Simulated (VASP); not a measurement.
Input:

```
CELL_PARAMETERS angstrom
      3.61029     0.00000     0.00000
     -1.80514     3.12660     0.00000
      0.00000     0.00000    25.04626
ATOMIC_POSITIONS crystal
  S  0.66667 0.33333 0.32402
  S  0.33333 0.66667 0.44008
  S  0.66667 0.33333 0.55992
  S  0.33333 0.66667 0.67598
  Hf 0.00000 0.00000 0.38210
  Hf 0.00000 0.00000 0.61790
```

These are PBE GGA with D3 dispersion (Becke-Johnson damping), VASP's PBE PAW potentials (set 64) (plane waves; VASP) values and carry that method's errors. Numerical set-up: PREC = Normal, 400 eV cut-off, 12×12×1 Γ-centred mesh, Gaussian smearing of 0.050 eV, potentials S Hf_pv.

Task: Predict the energy per atom (σ→0).

Result: 
```
Quantity                        Value
---------------------  --------------
energy per atom (σ→0)  -7.912 eV/atom
```

The absolute energy has meaning only against runs of the same code, potentials and settings.

The cell is a sheet with vacuum, built from HfS2 (1T layered).
